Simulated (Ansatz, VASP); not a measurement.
**Cross-check of Si9Ge55 (Si0.14Ge0.86, diamond-type random alloy) between VASP and Ansatz**

Wanted: the spread between two codes on one cell, functional and k mesh. The cell is invented: As first built, before any earlier steps moved the atoms (in the runner's words): 2x2x2 conventional cells of the Ge type (64 atoms: 9 Si, 55 Ge); Ge/Si share their sites, the best of 600 random draws by like-pair counts in two shells; start lattice by linear mixing of the end members' cells; atoms moved at random by 0.02 A. It may not be a known or stable phase. The cell is taken from a series of runs on this material, whose earlier steps may have relaxed, scaled, displaced or heated it; both programs get it as it stands.

Method: plane waves, with VASP 6.6.1 beside it; single point at PBE with D3(BJ), in Ansatz 0.2.0.

### 1. Set-up

The cell holds 64 atoms: 9 Si and 55 Ge. Its edges and angles: a = 11.304 Å, b = 11.306 Å, c = 11.305 Å, α = 90.0°, β = 90.0°, γ = 90.0°. It derives from Ge (Ge type, space group 227), repeated 2×2×2. As first built, before any earlier steps moved the atoms (in the runner's words): 2x2x2 conventional cells of the Ge type (64 atoms: 9 Si, 55 Ge); Ge/Si share their sites, the best of 600 random draws by like-pair counts in two shells; start lattice by linear mixing of the end members' cells; atoms moved at random by 0.02 A.

### 2. Ansatz: single point, PBE with D3(BJ)

Ansatz runs on its default PAW (the set named soft_2) files.

A single point gives forces, pressure and levels at one fixed geometry, so differences don't come from the geometry; what else differs is listed under the comparison.

Contents of input.yaml:

```yaml
crystal:
  lattice:
    - [11.30426, -0.00037, -0.00097]
    - [-0.00037, 11.30567, -0.00038]
    - [-0.00097, -0.00038, 11.30451]
  atoms:
    - { symbol: Si, position: [0.37538, 0.87475, 0.37487] }
    - { symbol: Si, position: [0.99877, 0.5005, 0.75005] }
    - { symbol: Si, position: [0.37558, 0.87371, 0.87498] }
    - { symbol: Si, position: [0.50093, 0.25164, 0.99954] }
    - { symbol: Si, position: [0.74882, 0.50409, 0.99844] }
    - { symbol: Si, position: [0.87122, 0.62264, 0.12152] }
    - { symbol: Si, position: [0.5038, 0.50208, 0.75281] }
    - { symbol: Si, position: [0.62494, 0.62148, 0.87549] }
    - { symbol: Si, position: [0.74953, 0.50051, 0.50121] }
    - { symbol: Ge, position: [0.0002, 6.0e-05, 0.2495] }
    - { symbol: Ge, position: [0.12422, 0.37601, 0.12486] }
    - { symbol: Ge, position: [0.99922, 0.25158, 0.99903] }
    - { symbol: Ge, position: [0.12553, 0.12519, 0.37491] }
    - { symbol: Ge, position: [0.25296, 0.99778, 0.99762] }
    - { symbol: Ge, position: [0.37494, 0.37532, 0.37499] }
    - { symbol: Ge, position: [0.25031, 0.2502, 0.2488] }
    - { symbol: Ge, position: [0.37768, 0.12681, 0.12214] }
    - { symbol: Ge, position: [0.99986, 0.99943, 0.74996] }
    - { symbol: Ge, position: [0.1226, 0.37759, 0.62799] }
    - { symbol: Ge, position: [0.99948, 0.25164, 0.50019] }
    - { symbol: Ge, position: [0.12572, 0.1251, 0.87495] }
    - { symbol: Ge, position: [0.25228, 0.99788, 0.49766] }
    - { symbol: Ge, position: [0.38055, 0.37597, 0.87465] }
    - { symbol: Ge, position: [0.25099, 0.2516, 0.75033] }
    - { symbol: Ge, position: [0.37493, 0.12455, 0.62503] }
    - { symbol: Ge, position: [0.99607, 0.50275, 0.24722] }
    - { symbol: Ge, position: [0.1255, 0.87408, 0.12434] }
    - { symbol: Ge, position: [0.99718, 0.74648, 0.00171] }
    - { symbol: Ge, position: [0.12483, 0.62567, 0.37422] }
    - { symbol: Ge, position: [0.25059, 0.4999, 0.99887] }
    - { symbol: Ge, position: [0.25245, 0.75228, 0.25178] }
    - { symbol: Ge, position: [0.3756, 0.62637, 0.12421] }
    - { symbol: Ge, position: [0.12627, 0.87433, 0.62491] }
    - { symbol: Ge, position: [0.99926, 0.74871, 0.5012] }
    - { symbol: Ge, position: [0.12261, 0.62321, 0.87293] }
    - { symbol: Ge, position: [0.24999, 0.50066, 0.5017] }
    - { symbol: Ge, position: [0.25193, 0.75094, 0.75256] }
    - { symbol: Ge, position: [0.37836, 0.62388, 0.6286] }
    - { symbol: Ge, position: [0.49796, 0.99789, 0.25105] }
    - { symbol: Ge, position: [0.62577, 0.37657, 0.11934] }
    - { symbol: Ge, position: [0.62417, 0.12514, 0.37484] }
    - { symbol: Ge, position: [0.74876, 0.00066, 0.00017] }
    - { symbol: Ge, position: [0.87181, 0.37819, 0.37653] }
    - { symbol: Ge, position: [0.74873, 0.25166, 0.24897] }
    - { symbol: Ge, position: [0.87476, 0.1259, 0.12487] }
    - { symbol: Ge, position: [0.49762, 0.99846, 0.75289] }
    - { symbol: Ge, position: [0.62501, 0.38052, 0.62572] }
    - { symbol: Ge, position: [0.50065, 0.25153, 0.50138] }
    - { symbol: Ge, position: [0.6223, 0.12758, 0.87684] }
    - { symbol: Ge, position: [0.74948, 0.9994, 0.50028] }
    - { symbol: Ge, position: [0.87421, 0.38105, 0.87544] }
    - { symbol: Ge, position: [0.74899, 0.25286, 0.75094] }
    - { symbol: Ge, position: [0.87417, 0.1259, 0.62562] }
    - { symbol: Ge, position: [0.50121, 0.49987, 0.24891] }
    - { symbol: Ge, position: [0.62411, 0.87312, 0.12426] }
    - { symbol: Ge, position: [0.50058, 0.74872, 0.9947] }
    - { symbol: Ge, position: [0.62742, 0.6232, 0.37659] }
    - { symbol: Ge, position: [0.87481, 0.87364, 0.37418] }
    - { symbol: Ge, position: [0.75163, 0.74642, 0.24713] }
    - { symbol: Ge, position: [0.62388, 0.87404, 0.62628] }
    - { symbol: Ge, position: [0.49863, 0.75096, 0.49806] }
    - { symbol: Ge, position: [0.87346, 0.8734, 0.87518] }
    - { symbol: Ge, position: [0.74723, 0.7453, 0.7518] }
    - { symbol: Ge, position: [0.87422, 0.62063, 0.62557] }
kpoints:
  mp_grid: { grid: [2, 2, 2] }
hamiltonian:
  xc: pbe
  dispersion: d3bj
scf:
  occupations: { method: fermi_dirac, width: 0.01 }
output:
  forces: true
  stress: true
  eigenvalues: true
```

The run is started by

```
ansatz run input.yaml --threads 32 --pin off --max-ram 143360MiB --backend cuda --events-out ev --progress --plain --runs-dir out
```

Output:

```text
Engine: ansatz 0.2.0, aarch64-unknown-linux-gnu
Pseudopotentials: kind: paw
Pseudopotential: Si, paw, valence charge 4, recommended cutoff 420 eV (normal), Si.paw.azcp
Pseudopotential: Ge, paw, valence charge 14, recommended cutoff 420 eV (normal), Ge.paw.azcp
device memory: the entry about to start is reckoned to put 37.8 GiB on a device that reports 182.5 GiB free
GPU FFT provider: cuFFT
GPU libraries: cuBLAS 13.8.1, cuFFT 12.4.0, cuSOLVER 12.3.2
GPU matrix products: emulated (plane waves: as basis.precision tells), large ones in fixed point in workspaces of 1.00 GiB
Crystal: 64 atoms, lattice volume = 1444.742 Å³
Basis set: ecut = 420 eV, 28257 PW (Γ), exchange–correlation on 160×160×160 points (8 copies of the dense FFT grid, shifted against one another)
Bands: 484, of which v1, the nominal top of the filled ones, is band 403 counted from 1 (402 counted from 0)
k-points: 8
GPU buffer pool allocated for 512000 grid points (all kernels)
GPU transforms: local potential and band sums: pruned to the plane-wave sphere, on 75×75×75
automatic band count: iteration 3 solves 467 bands in place of 484: the levels show a gap, and the empty bands left out lie too high to hold charge; the band table lists the bands solved (type scf.n_extra_bands for more)
SCF converged after 9 iterations
Free energy (F): -241964.051273 eV
Internal energy: -241964.051272 eV  (E = F + TS)
E sigma→0 (E₀):  -241964.051273 eV
Entropy (-TS):   -0.000001 eV (-0.000 meV/atom)
Fermi energy:    8.224791 eV
--- Forces (eV/Å), atoms counted from 1 ---
  max |Σ_I F_I| component: 4.39e-6 eV/Å
--- Stress (GPa, compression-positive) ---
       -0.025963      -0.000279      -0.000388
       -0.000279      -0.035114       0.001346
       -0.000388       0.001346      -0.026610
  P = ⅓ Tr σ = -0.0292 GPa (-0.292 kbar)
--- Band table (eV; the first three rows and the last of 8) ---
```

The run ends at a pressure of -0.03 GPa, with forces up to 0.012 eV/Å.

### 3. VASP: single point, PBE with D3(BJ)

The same cell, functional, mesh and smearing now go to VASP, with its own data sets.

Lines of VASP's logs that name or quote its potential files are left out, and so is its time.

Contents of INCAR:

```
SYSTEM = Si9Ge55
PREC = Accurate
ENCUT = 410
EDIFF = 1E-06
NELM = 120
ISMEAR = -1
SIGMA = 0.01
LREAL = Auto
ALGO = Normal
GGA = PE
IVDW = 12
NBANDS = 472
LORBIT = 11
LWAVE = .FALSE.
LCHARG = .FALSE.
ISIF = 2
LASPH = .TRUE.
GGA_COMPAT = .FALSE.
EFERMI = MIDGAP
KPAR = 8
```

Contents of POSCAR:

```
Si9Ge55
1.0
   11.3042600000     -0.0003700000     -0.0009700000
   -0.0003700000     11.3056700000     -0.0003800000
   -0.0009700000     -0.0003800000     11.3045100000
Si Ge
9 55
Direct
    0.3753800000      0.8747500000      0.3748700000
    0.9987700000      0.5005000000      0.7500500000
    0.3755800000      0.8737100000      0.8749800000
    0.5009300000      0.2516400000      0.9995400000
    0.7488200000      0.5040900000      0.9984400000
    0.8712200000      0.6226400000      0.1215200000
    0.5038000000      0.5020800000      0.7528100000
    0.6249400000      0.6214800000      0.8754900000
    0.7495300000      0.5005100000      0.5012100000
    0.0002000000      0.0000600000      0.2495000000
    0.1242200000      0.3760100000      0.1248600000
    0.9992200000      0.2515800000      0.9990300000
    0.1255300000      0.1251900000      0.3749100000
    0.2529600000      0.9977800000      0.9976200000
    0.3749400000      0.3753200000      0.3749900000
    0.2503100000      0.2502000000      0.2488000000
    0.3776800000      0.1268100000      0.1221400000
    0.9998600000      0.9994300000      0.7499600000
    0.1226000000      0.3775900000      0.6279900000
    0.9994800000      0.2516400000      0.5001900000
    0.1257200000      0.1251000000      0.8749500000
    0.2522800000      0.9978800000      0.4976600000
    0.3805500000      0.3759700000      0.8746500000
    0.2509900000      0.2516000000      0.7503300000
    0.3749300000      0.1245500000      0.6250300000
    0.9960700000      0.5027500000      0.2472200000
    0.1255000000      0.8740800000      0.1243400000
    0.9971800000      0.7464800000      0.0017100000
    0.1248300000      0.6256700000      0.3742200000
    0.2505900000      0.4999000000      0.9988700000
    0.2524500000      0.7522800000      0.2517800000
    0.3756000000      0.6263700000      0.1242100000
    0.1262700000      0.8743300000      0.6249100000
    0.9992600000      0.7487100000      0.5012000000
    0.1226100000      0.6232100000      0.8729300000
    0.2499900000      0.5006600000      0.5017000000
    0.2519300000      0.7509400000      0.7525600000
    0.3783600000      0.6238800000      0.6286000000
    0.4979600000      0.9978900000      0.2510500000
    0.6257700000      0.3765700000      0.1193400000
    0.6241700000      0.1251400000      0.3748400000
    0.7487600000      0.0006600000      0.0001700000
    0.8718100000      0.3781900000      0.3765300000
    0.7487300000      0.2516600000      0.2489700000
    0.8747600000      0.1259000000      0.1248700000
    0.4976200000      0.9984600000      0.7528900000
    0.6250100000      0.3805200000      0.6257200000
    0.5006500000      0.2515300000      0.5013800000
    0.6223000000      0.1275800000      0.8768400000
    0.7494800000      0.9994000000      0.5002800000
    0.8742100000      0.3810500000      0.8754400000
    0.7489900000      0.2528600000      0.7509400000
    0.8741700000      0.1259000000      0.6256200000
    0.5012100000      0.4998700000      0.2489100000
    0.6241100000      0.8731200000      0.1242600000
    0.5005800000      0.7487200000      0.9947000000
    0.6274200000      0.6232000000      0.3765900000
    0.8748100000      0.8736400000      0.3741800000
    0.7516300000      0.7464200000      0.2471300000
    0.6238800000      0.8740400000      0.6262800000
    0.4986300000      0.7509600000      0.4980600000
    0.8734600000      0.8734000000      0.8751800000
    0.7472300000      0.7453000000      0.7518000000
    0.8742200000      0.6206300000      0.6255700000
```

Contents of KPOINTS:

```
Automatic mesh
0
Gamma
2 2 2
0 0 0
```

The projector-augmented-wave data sets are Si and Ge_d (PBE family, release 64).

The run is started by

```
mpirun -np 8 vasp_std
```

Output:

```text
[banner, memory and clock lines left out]
running    8 mpi-ranks, on    1 nodes
[...]
|                                                                             |
|           W    W    AA    RRRRR   N    N  II  N    N   GGGG   !!!           |
|           W    W   A  A   R    R  NN   N  II  NN   N  G    G  !!!           |
|           W    W  A    A  R    R  N N  N  II  N N  N  G       !!!           |
|           W WW W  AAAAAA  RRRRR   N  N N  II  N  N N  G  GGG   !            |
|           WW  WW  A    A  R   R   N   NN  II  N   NN  G    G                |
|           W    W  A    A  R    R  N    N  II  N    N   GGGG   !!!           |
|                                                                             |
|     For optimal performance we recommend to set                             |
|       NCORE = 2 up to number-of-cores-per-socket                            |
|     NCORE specifies how many cores store one orbital (NPAR=cpu/NCORE).      |
|     This setting can greatly improve the performance of VASP for DFT.       |
|     The default, NCORE=1 might be grossly inefficient on modern             |
|     multi-core architectures or massively parallel machines. Do your        |
|     Unfortunately you need to use the default for GW and RPA                |
|     calculations (for HF NCORE is supported but not extensively tested      |
|     yet).                                                                   |
|                                                                             |

 LDA part: xc-table for (Slater+PW92), standard interpolation
 POSCAR, INCAR and KPOINTS ok, starting setup
[...]
entering main loop
       N       E                     dE             d eps       ncg     rms          rms(c)
DAV:   1     0.135268915753E+05    0.13527E+05   -0.26498E+05  7832   0.401E+03
DAV:   2     0.277549724602E+04   -0.10751E+05   -0.10461E+05  7552   0.951E+02
DAV:   3     0.143172001013E+03   -0.26323E+04   -0.24905E+04  7816   0.275E+02
DAV:   4    -0.270048258567E+03   -0.41322E+03   -0.39229E+03  8552   0.109E+02
[...]
DAV:  15    -0.296122753400E+03   -0.45231E-05   -0.35766E-05 10488   0.541E-02    0.282E-03
DAV:  16    -0.296122758803E+03   -0.54032E-05   -0.49061E-05  6840   0.285E-02    0.392E-03
DAV:  17    -0.296122759049E+03   -0.24607E-06   -0.36935E-06  6448   0.833E-03
   1 F= -.31501161E+03 E0= -.31501161E+03  d E =-.925402E-06
```

OUTCAR, selected parts (step 3):

```text
 Edisp (eV)  -18.88885

  Total      -3.24042    -3.31909    -3.24748     0.00150     0.01863     0.00627
  in kB      -3.59354    -3.68077    -3.60136     0.00167     0.02066     0.00695
  external pressure =       -3.63 kB  Pullay stress =        0.00 kB

 POSITION                                       TOTAL-FORCE (eV/Angst)
 -----------------------------------------------------------------------------------
      4.24271      9.88935      4.23703        -0.009144      0.000889     -0.001839
     11.28944      5.65783      8.47779        -0.001370     -0.001677     -0.005580
      4.24448      9.87741      9.89052        -0.002900     -0.001320     -0.001249
      5.66158      2.84439     11.29873         0.003577     -0.001250      0.000757
      8.46370      5.69842     11.28596         0.001014      0.005045      0.000784
      9.84815      7.03899      1.37264        -0.002336      0.005188      0.002452
      5.69417      5.67588      8.50947         0.009051     -0.000237      0.000683
      7.06341      7.02568      9.89614         0.001462      0.000080     -0.000717
      8.47221      5.65813      5.66502         0.001342     -0.001746      0.004638
      0.00202      0.00058      2.82048         0.001831      0.003907     -0.000533
      1.40395      4.25095      1.41122         0.001292     -0.008607      0.000743
     11.29438      2.84353     11.29248         0.002750     -0.000002      0.005754
      1.41861      1.41517      4.23800         0.002452     -0.005310     -0.001862
      2.85819     11.28010     11.27698        -0.001857      0.002596     -0.000313
[...]
-----------------------------------------------------------------------------------
    total drift:                               -0.004727      0.001392     -0.000993

  FREE ENERGIE OF THE ION-ELECTRON SYSTEM (eV)
  ---------------------------------------------------
  free  energy   TOTEN  =      -315.0116089557 eV

  energy  without entropy=     -315.0116080302  energy(sigma->0) =     -315.01160849

[... 2 further parts left out ...]
```

The run ends at a pressure of -0.36 GPa, with forces up to 0.010 eV/Å.

### 4. Side by side

Known differences besides the potentials themselves: the cutoff is 420 eV in Ansatz and 410 eV in VASP (PREC = Accurate, projectors in real space). Total energies have different zeros and are not compared.

The two programs side by side:

```
              quantity  Ansatz   VASP  difference
gap on the k mesh (eV)   0.227  0.230      -0.004
```

At this near-relaxed geometry the largest component of a force difference is 4 meV/Å. A gap on the mesh is an upper bound, since the band edges may lie between its points.

### 5. Outcome

```
difference in gap on the k mesh (single point, PBE with D3(BJ)) : -0.0039 eV
```

**Reading.** The difference in gap on the k mesh is -0.0039 eV (single point, PBE with D3(BJ)), within the 0.08 eV picked in this series as the mark of a large difference. How closely two codes agree says nothing of how well the functional describes the real material.

[Lines on the potential files, build, host, timing and source positions are cut from VASP's logs without a mark.]

[Logs are printed without paths, hosts, clocks, repeated set-up lines and the standing remarks that a program may print on its own settings, such as how far it seeks lower states.]

[Hosts, paths, dates, database ids (printed as entryN), source tags and the programs' standing remarks are cut or masked in the printed files.]
